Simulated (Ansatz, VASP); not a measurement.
# Cross-check of Rb2ScCuF6 between VASP and Ansatz

Aim: how closely do two programs agree when they are given the same cell, functional and k mesh? The cell is taken from a series of runs on this material, whose earlier steps may have relaxed, scaled, displaced or heated it; both programs get it as it stands.

Program: Ansatz 0.2.0. Level of theory: plane waves, with VASP 6.6.1 beside it; dielectric response at PBE. Results are calculated unless marked as measured.

## Step 1: The starting structure

Symmetry: Fm-3m, No. 225, cubic system. Conventional cell: a = 8.666 Å, b = 8.666 Å, c = 8.666 Å, α = 90.00°, β = 90.00°, γ = 90.00°. Nearest to Rb lie 12 F at 3.07 Å. Sc has 6 F at 2.04 Å nearest. Nearest to Cu lie 6 F at 2.29 Å. F has 1 Sc at 2.04 Å and 1 Cu at 2.29 Å and 4 Rb at 3.07 Å nearest. Farther neighbours and most contacts between anions are not listed.

Coordinates:

```cif
data_structure
_symmetry_space_group_name_H-M 'P 1'
_symmetry_Int_Tables_number 1
_cell_length_a 6.1275
_cell_length_b 6.1275
_cell_length_c 6.1275
_cell_angle_alpha 60.000
_cell_angle_beta 60.000
_cell_angle_gamma 60.000
_cell_volume 162.68
loop_
_atom_site_label
_atom_site_type_symbol
_atom_site_fract_x
_atom_site_fract_y
_atom_site_fract_z
_atom_site_occupancy
Rb1 Rb 0.75000 0.75000 0.75000 1
Rb2 Rb 0.25000 0.25000 0.25000 1
Sc3 Sc 0.00000 0.00000 0.00000 1
Cu4 Cu 0.50000 0.50000 0.50000 1
F5 F 0.76414 0.23586 0.23586 1
F6 F 0.23586 0.23586 0.76414 1
F7 F 0.23586 0.76414 0.76414 1
F8 F 0.23586 0.76414 0.23586 1
F9 F 0.76414 0.23586 0.76414 1
F10 F 0.76414 0.76414 0.23586 1
```

## Step 2: VASP: dielectric response, PBE

The response to a field tests empty states and converges slowly with the mesh.

Lines of VASP's logs that name or quote its potential files are left out, and so is its time.

File INCAR:

```
SYSTEM = Rb2ScCuF6
PREC = Accurate
ENCUT = 520
EDIFF = 1E-08
NELM = 120
ISMEAR = 0
SIGMA = 0.01
LREAL = .FALSE.
ALGO = Normal
GGA = PE
NBANDS = 51
LASPH = .TRUE.
LORBIT = 11
LWAVE = .FALSE.
LCHARG = .FALSE.
ISIF = 2
LEPSILON = .TRUE.
GGA_COMPAT = .FALSE.
EFERMI = MIDGAP
KPAR = 2
```

File POSCAR:

```
Rb2ScCuF6
1.0
    0.0000000000      4.3327955954      4.3327955954
    4.3327955954      0.0000000000      4.3327955954
    4.3327955954      4.3327955954      0.0000000000
Rb Sc Cu F
2 1 1 6
Direct
    0.7500000000      0.7500000000      0.7500000000
    0.2500000000      0.2500000000      0.2500000000
    0.0000000000      0.0000000000      0.0000000000
    0.5000000000      0.5000000000      0.5000000000
    0.7641372500      0.2358627500      0.2358627500
    0.2358627500      0.2358627500      0.7641372500
    0.2358627500      0.7641372500      0.7641372500
    0.2358627500      0.7641372500      0.2358627500
    0.7641372500      0.2358627500      0.7641372500
    0.7641372500      0.7641372500      0.2358627500
```

File KPOINTS:

```
Automatic mesh
0
Gamma
4 4 4
0 0 0
```

Potentials, in the order of the species: Rb_sv, Sc_sv, Cu and F (PBE family, release 64).

Run with:

```
mpirun -np 2 vasp_std
```

Numbers of over 12 decimals in the logs are rounded to 6 here.

Log:

```text
[banner, memory and clock lines left out]
running    2 mpi-ranks, on    1 nodes
 distrk:  each k-point on    1 cores,    2 groups
 distr:  one band on    1 cores,    1 groups

 POSCAR found type information on POSCAR RbScCuF
 POSCAR found :  4 types and      10 ions
 LDA part: xc-table for (Slater+PW92), standard interpolation
 POSCAR, INCAR and KPOINTS ok, starting setup
 FFT: planning ... GRIDC
 FFT: planning ... GRID_SOFT
 FFT: planning ... GRID
 WAVECAR not read
 entering main loop
       N       E                     dE             d eps       ncg     rms          rms(c)
DAV:   1     0.120227611453E+04    0.12023E+04   -0.37745E+04   816   0.171E+03
DAV:   2     0.142633137586E+03   -0.10596E+04   -0.10046E+04   886   0.501E+02
DAV:   3    -0.458089307108E+02   -0.18844E+03   -0.18307E+03  1091   0.228E+02
DAV:   4    -0.584635438431E+02   -0.12655E+02   -0.12593E+02  1400   0.625E+01
DAV:   5    -0.587814348813E+02   -0.31789E+00   -0.31724E+00  1200   0.882E+00    0.180E+01
DAV:   6    -0.515767738692E+02    0.72047E+01   -0.28697E+01  1213   0.417E+01    0.780E+00
DAV:   7    -0.516787366291E+02   -0.10196E+00   -0.33791E+00  1208   0.994E+00    0.473E+00
DAV:   8    -0.516316767026E+02    0.47060E-01   -0.58976E-01  1216   0.505E+00    0.117E+00
DAV:   9    -0.516120872649E+02    0.19589E-01   -0.10166E-01  1344   0.260E+00    0.429E-01
DAV:  10    -0.516110672082E+02    0.10201E-02   -0.13107E-02  1224   0.755E-01    0.210E-01
DAV:  11    -0.516120456635E+02   -0.97846E-03   -0.25208E-03  1208   0.388E-01    0.647E-02
DAV:  12    -0.516122112915E+02   -0.16563E-03   -0.73891E-04  1160   0.248E-01    0.415E-02
DAV:  13    -0.516122046506E+02    0.66409E-05   -0.16011E-04  1096   0.115E-01    0.867E-03
DAV:  14    -0.516122060643E+02   -0.14137E-05   -0.20035E-05  1272   0.343E-02    0.492E-03
DAV:  15    -0.516122059681E+02    0.96236E-07   -0.28039E-06  1256   0.157E-02    0.108E-03
DAV:  16    -0.516122060060E+02   -0.37905E-07   -0.44802E-07  1280   0.444E-03    0.381E-04
DAV:  17    -0.516122060141E+02   -0.81709E-08   -0.17010E-08   824   0.937E-04
   1 F= -.51612206E+02 E0= -.51612206E+02  d E =0.000000E+00
 Linear response reoptimize wavefunctions to high precision
DAV:   1    -0.516122060235E+02   -0.94151E-08   -0.26276E-09   600   0.473E-04
DAV:   2    -0.516122060237E+02   -0.15280E-09   -0.96774E-10   560   0.276E-04
DAV:   3    -0.516122060239E+02   -0.24011E-09   -0.43340E-10   504   0.180E-04
 Linear response G [H, r] |phi>, progress :
  Direction:   1
       N       E                     dE             d eps       ncg     rms
RMM:   1    -0.300278512872E+03   -0.30028E+03   -0.10840E+04  1493   0.944E+02
RMM:   2    -0.304926745493E+03   -0.46482E+01   -0.12045E+02  1353   0.628E+01
RMM:   3    -0.308119764719E+03   -0.31930E+01   -0.14806E+01  1657   0.158E+01
RMM:   4    -0.308440679379E+03   -0.32091E+00   -0.26654E+00  1965   0.495E+00
RMM:   5    -0.308532169131E+03   -0.91490E-01   -0.70432E-01  1996   0.200E+00
RMM:   6    -0.308564023862E+03   -0.31855E-01   -0.23912E-01  2102   0.961E-01
RMM:   7    -0.308576451121E+03   -0.12427E-01   -0.95922E-02  2115   0.543E-01
RMM:   8    -0.308581001656E+03   -0.45505E-02   -0.35501E-02  2144   0.324E-01
RMM:   9    -0.308583362214E+03   -0.23606E-02   -0.19357E-02  2132   0.208E-01
RMM:  10    -0.308584163571E+03   -0.80136E-03   -0.91289E-03  2152   0.140E-01
RMM:  11    -0.308584689941E+03   -0.52637E-03   -0.51668E-03  2133   0.983E-02
RMM:  12    -0.308584928716E+03   -0.23878E-03   -0.34292E-03  2135   0.743E-02
RMM:  13    -0.308585067428E+03   -0.13871E-03   -0.23364E-03  2137   0.589E-02
RMM:  14    -0.308585184332E+03   -0.11690E-03   -0.21526E-03  2154   0.491E-02
RMM:  15    -0.308585214245E+03   -0.29913E-04   -0.50027E-04  2166   0.434E-02
RMM:  16    -0.308585227996E+03   -0.13751E-04   -0.74256E-04  2173   0.398E-02
RMM:  17    -0.308585241214E+03   -0.13218E-04   -0.17594E-03  2169   0.375E-02
RMM:  18    -0.308585267201E+03   -0.25987E-04   -0.11707E-03  2183   0.358E-02
RMM:  19    -0.308585288417E+03   -0.21216E-04   -0.13651E-03  2182   0.346E-02
RMM:  20    -0.308585272004E+03    0.16412E-04   -0.14016E-03  2206   0.338E-02
RMM:  21    -0.308585288048E+03   -0.16044E-04   -0.17289E-03  2218   0.335E-02
 Linear response G [H, r] |phi>, progress :
  Direction:   2
       N       E                     dE             d eps       ncg     rms
RMM:   1    -0.299998609286E+03   -0.30000E+03   -0.10837E+04  1486   0.944E+02
RMM:   2    -0.305580714870E+03   -0.55821E+01   -0.12199E+02  1345   0.631E+01
RMM:   3    -0.308865513243E+03   -0.32848E+01   -0.14268E+01  1625   0.158E+01
RMM:   4    -0.309204283281E+03   -0.33877E+00   -0.26627E+00  1944   0.503E+00
RMM:   5    -0.309294136369E+03   -0.89853E-01   -0.66062E-01  1984   0.203E+00
RMM:   6    -0.309327296489E+03   -0.33160E-01   -0.24879E-01  2062   0.970E-01
RMM:   7    -0.309338499212E+03   -0.11203E-01   -0.85836E-02  2096   0.546E-01
[...]
change of polarisation eV/A/(eV/A) component  2 :     0.039     1.670     0.005
 dielectric tensor                  component  2 :     0.043     2.857     0.005
 Linear response to external field (no local field effect), progress :
  Direction:   3
       N       E                     dE             d eps       ncg     rms          rms(c)
[...]
RMM:   1    -0.434470823836E+00   -0.43447E+00   -0.31276E+00  1774   0.290E+01
RMM:   2    -0.744759790998E+00   -0.31029E+00    0.15615E-01  2204   0.337E+00    0.141E+00
RMM:   3    -0.752190127833E+00   -0.74303E-02   -0.99633E-02  2223   0.203E+00    0.723E-01
RMM:   4    -0.772577887411E+00   -0.20388E-01   -0.40583E-02  2543   0.104E+00    0.299E-01
RMM:   5    -0.790598157678E+00   -0.18020E-01   -0.11519E-02  2873   0.434E-01    0.112E-01
RMM:   6    -0.800356716251E+00   -0.97586E-02   -0.41515E-03  2969   0.210E-01    0.227E-02
RMM:   7    -0.800542531233E+00   -0.18581E-03   -0.15155E-03  3080   0.970E-02    0.174E-02
RMM:   8    -0.801440182716E+00   -0.89765E-03   -0.56079E-04  3079   0.557E-02    0.714E-03
RMM:   9    -0.801635838398E+00   -0.19566E-03   -0.25417E-04  3158   0.339E-02    0.412E-03
RMM:  10    -0.801586009405E+00    0.49829E-04   -0.13091E-04  3176   0.219E-02    0.325E-03
RMM:  11    -0.801596708725E+00   -0.10699E-04   -0.58375E-05  3398   0.134E-02    0.401E-03
RMM:  12    -0.801610864651E+00   -0.14156E-04   -0.42797E-05  3194   0.944E-03    0.527E-03
RMM:  13    -0.801612605981E+00   -0.17413E-05   -0.25705E-05  3152   0.710E-03    0.462E-03
RMM:  14    -0.801610131493E+00    0.24745E-05   -0.23486E-05  3061   0.572E-03    0.640E-03
[...]
RMM:  20    -0.801716922527E+00   -0.49594E-05   -0.10377E-05  3163   0.218E-03    0.378E-03
RMM:  21    -0.801718852278E+00   -0.19298E-05   -0.12741E-05  3187   0.303E-03    0.250E-03
RMM:  22    -0.801716904432E+00    0.19478E-05   -0.89732E-06  3197   0.245E-03    0.171E-03
RMM:  23    -0.801709695847E+00    0.72086E-05   -0.98536E-06  3207   0.220E-03    0.952E-04
RMM:  24    -0.801703585515E+00    0.61103E-05   -0.91098E-06  3273   0.217E-03    0.260E-04
RMM:  25    -0.801702536374E+00    0.10491E-05   -0.11747E-05  3261   0.199E-03    0.465E-05
RMM:  26    -0.801702124532E+00    0.41184E-06   -0.10737E-05  3292   0.194E-03    0.190E-05
RMM:  27    -0.801702328237E+00   -0.20370E-06   -0.11923E-05  3289   0.193E-03    0.996E-06
 change of polarisation eV/A/(eV/A) component  1 :     1.494     0.026     0.006
 dielectric tensor                  component  1 :     2.662     0.028     0.006
 Linear response to external field, progress :
  Direction:   2
       N       E                     dE             d eps       ncg     rms          rms(c)
RMM:   1    -0.434038398576E+00   -0.43404E+00   -0.31232E+00  1768   0.292E+01
RMM:   2    -0.744550655581E+00   -0.31051E+00    0.15777E-01  2193   0.340E+00    0.141E+00
RMM:   3    -0.751886353127E+00   -0.73357E-02   -0.10004E-01  2220   0.205E+00    0.723E-01
RMM:   4    -0.772297031985E+00   -0.20411E-01   -0.39118E-02  2566   0.105E+00    0.300E-01
RMM:   5    -0.790537734665E+00   -0.18241E-01   -0.11342E-02  2922   0.440E-01    0.112E-01
RMM:   6    -0.800373612968E+00   -0.98359E-02   -0.43031E-03  3016   0.214E-01    0.230E-02
RMM:   7    -0.800483737921E+00   -0.11012E-03   -0.15320E-03  3117   0.100E-01    0.178E-02
RMM:   8    -0.801434806641E+00   -0.95107E-03   -0.57787E-04  3132   0.582E-02    0.734E-03
RMM:   9    -0.801620063272E+00   -0.18526E-03   -0.25463E-04  3167   0.357E-02    0.430E-03
RMM:  10    -0.801578241588E+00    0.41822E-04   -0.12124E-04  3201   0.234E-02    0.359E-03
RMM:  11    -0.801584875739E+00   -0.66342E-05   -0.56718E-05  3425   0.144E-02    0.466E-03
RMM:  12    -0.801617403416E+00   -0.32528E-04   -0.26685E-05  3206   0.101E-02    0.529E-03
RMM:  13    -0.801610061889E+00    0.73415E-05   -0.21423E-05  3269   0.699E-03    0.567E-03
RMM:  14    -0.801625886327E+00   -0.15824E-04   -0.15460E-05  3057   0.562E-03    0.607E-03
RMM:  15    -0.801640835076E+00   -0.14949E-04   -0.11762E-05  3137   0.451E-03    0.655E-03
RMM:  16    -0.801645655903E+00   -0.48208E-05   -0.14709E-05  3297   0.327E-03    0.681E-03
RMM:  17    -0.801647753903E+00   -0.20980E-05   -0.92696E-06  3254   0.269E-03    0.696E-03
 change of polarisation eV/A/(eV/A) component  2 :     0.035     1.494    -0.006
 dielectric tensor                  component  2 :     0.039     2.662    -0.006
 Linear response to external field, progress :
  Direction:   3
       N       E                     dE             d eps       ncg     rms          rms(c)
RMM:   1    -0.433988278365E+00   -0.43399E+00   -0.31227E+00  1764   0.292E+01
RMM:   2    -0.744831360897E+00   -0.31084E+00    0.15846E-01  2186   0.339E+00    0.141E+00
RMM:   3    -0.752192650253E+00   -0.73613E-02   -0.99151E-02  2217   0.205E+00    0.723E-01
RMM:   4    -0.772484855065E+00   -0.20292E-01   -0.39591E-02  2543   0.105E+00    0.299E-01
RMM:   5    -0.790560667607E+00   -0.18076E-01   -0.11119E-02  2900   0.439E-01    0.112E-01
RMM:   6    -0.800392373158E+00   -0.98317E-02   -0.43450E-03  2997   0.214E-01    0.232E-02
RMM:   7    -0.800496225041E+00   -0.10385E-03   -0.14528E-03  3095   0.100E-01    0.180E-02
RMM:   8    -0.801409516932E+00   -0.91329E-03   -0.58737E-04  3125   0.591E-02    0.752E-03
RMM:   9    -0.801637867042E+00   -0.22835E-03   -0.26682E-04  3148   0.363E-02    0.428E-03
RMM:  10    -0.801573387294E+00    0.64480E-04   -0.12356E-04  3187   0.237E-02    0.356E-03
RMM:  11    -0.801588810458E+00   -0.15423E-04   -0.68622E-05  3420   0.145E-02    0.435E-03
RMM:  12    -0.801606745194E+00   -0.17935E-04   -0.35211E-05  3215   0.101E-02    0.563E-03
RMM:  13    -0.801606974258E+00   -0.22906E-06   -0.30881E-05  3137   0.769E-03    0.488E-03
RMM:  14    -0.801606813372E+00    0.16089E-06   -0.14130E-05  3045   0.600E-03    0.667E-03
[...]
RMM:  22    -0.801703660777E+00    0.19290E-05   -0.10135E-05  3240   0.201E-03    0.344E-04
RMM:  23    -0.801703508976E+00    0.15180E-06   -0.10413E-05  3254   0.192E-03    0.368E-04
RMM:  24    -0.801702867571E+00    0.64140E-06   -0.67630E-06  3253   0.192E-03    0.216E-04
RMM:  25    -0.801703045359E+00   -0.17779E-06   -0.59882E-06  3283   0.190E-03    0.988E-05
RMM:  26    -0.801703007585E+00    0.37773E-07   -0.67047E-06  3314   0.188E-03    0.377E-05
RMM:  27    -0.801703094063E+00   -0.86477E-07   -0.65819E-06  3297   0.186E-03    0.223E-05
RMM:  28    -0.801703098886E+00   -0.48229E-08   -0.67466E-06  3317   0.186E-03    0.131E-05
RMM:  29    -0.801703156597E+00   -0.57711E-07   -0.74647E-06  3317   0.186E-03    0.911E-06
 change of polarisation eV/A/(eV/A) component  3 :     0.015     0.014     1.494
 dielectric tensor                  component  3 :     0.017     0.016     2.662
 Born effective charges drift removed
```

From OUTCAR (step 2):

```text
ion  position               nearest neighbor table
   1  0.750  0.750  0.750-   7 3.07   9 3.07  10 3.07   5 3.07   8 3.07  10 3.07   5 3.07   6 3.07
                             9 3.07   6 3.07   7 3.07   8 3.07   3 3.75   4 3.75   4 3.75   3 3.75
   2  0.250  0.250  0.250-   5 3.07   9 3.07  10 3.07   7 3.07   8 3.07  10 3.07   6 3.07   7 3.07
                             9 3.07   5 3.07   6 3.07   8 3.07   3 3.75   4 3.75   3 3.75   3 3.75
   3  0.000  0.000  0.000-   5 2.04   6 2.04   7 2.04   8 2.04   9 2.04  10 2.04   1 3.75   1 3.75
                             1 3.75   2 3.75   1 3.75   2 3.75   2 3.75   2 3.75
   4  0.500  0.500  0.500-   5 2.29   6 2.29   7 2.29   8 2.29   9 2.29  10 2.29   2 3.75   2 3.75
                             1 3.75   2 3.75   2 3.75   1 3.75   1 3.75   1 3.75
   5  0.764  0.236  0.236-   3 2.04   4 2.29   2 3.07   1 3.07   1 3.07   2 3.07
   6  0.236  0.236  0.764-   3 2.04   4 2.29   2 3.07   1 3.07   1 3.07   2 3.07
   7  0.236  0.764  0.764-   3 2.04   4 2.29   1 3.07   1 3.07   2 3.07   2 3.07
   8  0.236  0.764  0.236-   3 2.04   4 2.29   2 3.07   1 3.07   1 3.07   2 3.07
   9  0.764  0.236  0.764-   3 2.04   4 2.29   1 3.07   1 3.07   2 3.07   2 3.07
  10  0.764  0.764  0.236-   3 2.04   4 2.29   1 3.07   1 3.07   2 3.07   2 3.07

  LATTYP: Found a face centered cubic cell.
 ALAT       =     8.6655911908

 Subroutine GETGRP returns: Found 48 space group operations
 (whereof 48 operations were pure point group operations)

The static configuration has the point symmetry O_h .

 Found      8 irreducible k-points:

   k-points           NKPTS =      8   k-points in BZ     NKDIM =      8   number of bands    NBANDS=     51

   dimension x,y,z NGX =    48 NGY =   48 NGZ =   48
   dimension x,y,z NGXF=    96 NGYF=   96 NGZF=   96

   ENCUT  =  520.0 eV  38.22 Ry    6.18 a.u.  11.39 11.39 11.39*2*pi/ulx,y,z

   NELECT =      82.0000    total number of electrons

 k-points in reciprocal lattice and weights: Automatic mesh
   0.00000000  0.00000000  0.00000000       0.016
   0.25000000  0.00000000  0.00000000       0.125
   0.50000000  0.00000000  0.00000000       0.062
   0.25000000  0.25000000  0.00000000       0.094
   0.50000000  0.25000000  0.00000000       0.375
  -0.25000000  0.25000000  0.00000000       0.188
   0.50000000  0.50000000  0.00000000       0.047
  -0.25000000  0.50000000  0.25000000       0.094

 average (electrostatic) potential at core
       1 -36.8925       2 -36.8925       3 -49.7445       4 -66.5984       5 -78.0476
       6 -78.0476       7 -78.0476       8 -78.0476       9 -78.0476      10 -78.0476

  Total        0.0122555      0.0122555      0.0122555     -0.0000000     -0.0000000      0.0000000
  in kB        0.1207000      0.1207000      0.1207000     -0.0000000     -0.0000000      0.0000000
  external PRESSURE =       0.1207000 kB  Pullay stress =       0.0000000 kB

  energy-cutoff  :      520.00
  volume of cell :      162.68
      direct lattice vectors                 reciprocal lattice vectors
     0.000000000  4.332795595  4.332795595    -0.115398936  0.115398936  0.115398936
     4.332795595  0.000000000  4.332795595     0.115398936 -0.115398936  0.115398936
     4.332795595  4.332795595  0.000000000     0.115398936  0.115398936 -0.115398936

 POSITION                                       TOTAL-FORCE (eV/Angst)
 -----------------------------------------------------------------------------------
      6.49919      6.49919      6.49919         0.000000     -0.000000     -0.000000
      2.16640      2.16640      2.16640         0.000000     -0.000000     -0.000000
      0.00000      0.00000      0.00000         0.000000     -0.000000     -0.000000
      4.33280      4.33280      4.33280         0.000000     -0.000000     -0.000000
      2.04389      4.33280      4.33280        -0.006384     -0.000000     -0.000000
      4.33280      4.33280      2.04389         0.000000     -0.000000     -0.006384
      6.62170      4.33280      4.33280         0.006384     -0.000000     -0.000000
      4.33280      2.04389      4.33280         0.000000     -0.006384     -0.000000
      4.33280      6.62170      4.33280         0.000000      0.006384     -0.000000
      4.33280      4.33280      6.62170         0.000000     -0.000000      0.006384
 -----------------------------------------------------------------------------------
    total drift:                               -0.000000      0.000000      0.000000

 MACROSCOPIC STATIC DIELECTRIC TENSOR (including local field effects in DFT)
 ------------------------------------------------------
           2.661667    -0.000000     0.000000
          -0.000000     2.661667     0.000000
           0.000000    -0.000000     2.661667
 ------------------------------------------------------

 PIEZOELECTRIC TENSOR (including local field effects)  for field in x, y, z        (C/m^2)
          XX          YY          ZZ          XY          YZ          ZX
  --------------------------------------------------------------------------------
  x     0.00000     0.00000     0.00000     0.00000     0.00000     0.00000
  y     0.00000     0.00000     0.00000     0.00000     0.00000     0.00000
  z     0.00000     0.00000     0.00000     0.00000     0.00000     0.00000

 BORN EFFECTIVE CHARGES (including local field effects) (in |e|, cummulative output)
 ---------------------------------------------------------------------------------
 ion    1
    1     1.24751    -0.00000     0.00000
    2     0.00000     1.24751    -0.00000
    3     0.00000     0.00000     1.24751
 ion    2
    1     1.24751    -0.00000     0.00000
    2     0.00000     1.24751    -0.00000
    3    -0.00000     0.00000     1.24751
 ion    3
    1     3.70619    -0.00000    -0.00000
    2     0.00000     3.70619    -0.00000
    3     0.00000    -0.00000     3.70619
 ion    4
    1     1.34932    -0.00000    -0.00000
    2     0.00000     1.34932    -0.00000
    3     0.00000    -0.00000     1.34932
 ion    5
    1    -2.01650    -0.00000    -0.00000
    2     0.00000    -0.87938    -0.00000
    3     0.00000    -0.00000    -0.87938
 ion    6
    1    -0.87938    -0.00000     0.00000
    2     0.00000    -0.87938    -0.00000
    3     0.00000    -0.00000    -2.01650
 ion    7
    1    -2.01650    -0.00000    -0.00000
    2     0.00000    -0.87938    -0.00000
    3     0.00000    -0.00000    -0.87938
 ion    8
    1    -0.87938     0.00000    -0.00000
    2     0.00000    -2.01650    -0.00000
    3     0.00000     0.00000    -0.87938
 ion    9
    1    -0.87938     0.00000    -0.00000
    2     0.00000    -2.01650    -0.00000
    3     0.00000     0.00000    -0.87938
 ion   10
    1    -0.87938    -0.00000     0.00000
    2     0.00000    -0.87938    -0.00000
    3     0.00000    -0.00000    -2.01650
```

The dielectric response converges more slowly with the mesh than energies do, so tensor and charges may still move on a finer one.

(Continued in part 2 of 2.)

[Lines on the potential files, build, host, timing and source positions are cut from VASP's logs without a mark.]

[Logs are printed without paths, hosts, clocks, repeated set-up lines and the standing remarks that a program may print on its own settings, such as how far it seeks lower states.]

[Hosts, paths, dates, database ids (printed as entryN), source tags and the programs' standing remarks are cut or masked in the printed files.]
